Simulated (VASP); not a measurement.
```xyz
6
Lattice="4.438 0.000 0.000 -2.219 3.843 0.000 0.000 0.000 29.220" Properties=species:S:1:pos:R:3 subject="A slab model of bismuthene 3 layers, AB" method="PBE; plane waves and PAW (Bi) (and 1 further level or step)" program="VASP 6.6.1" settings_of_one_run="PAW datasets (Bi), PAW release PBE 64, 12×12×1 k-mesh, ENCUT 400 eV, ISMEAR -1, SIGMA 0.05 eV" notes="Values taken over the cell’s volume include its vacuum. Spin-orbit coupling is left out, which matters for the heavy elements here." work_function_of_the_slab="3.81 eV" polarisability_per_area_of_the_slab_or_monolayer="1.12 Å"
Bi    2.219    1.281    9.100
Bi    0.000    2.562   10.789
Bi    0.000    0.000   13.398
Bi    2.219    1.281   15.087
Bi    2.219    1.281   18.799
Bi    0.000    2.562   20.488
```

[Lines on the potential files, build, host, timing and source positions are cut from VASP's logs without a mark.]

[Logs are printed without paths, hosts, clocks, repeated set-up lines and the standing remarks that a program may print on its own settings, such as how far it seeks lower states.]

[Hosts, paths, dates, database ids (printed as entryN), source tags and the programs' standing remarks are cut or masked in the printed files.]

[In band tables of VASP the shares of atoms and orbitals are scaled to a sum of 1 inside the atoms' spheres.]

[Runs that stopped without an error message from VASP are left out.]
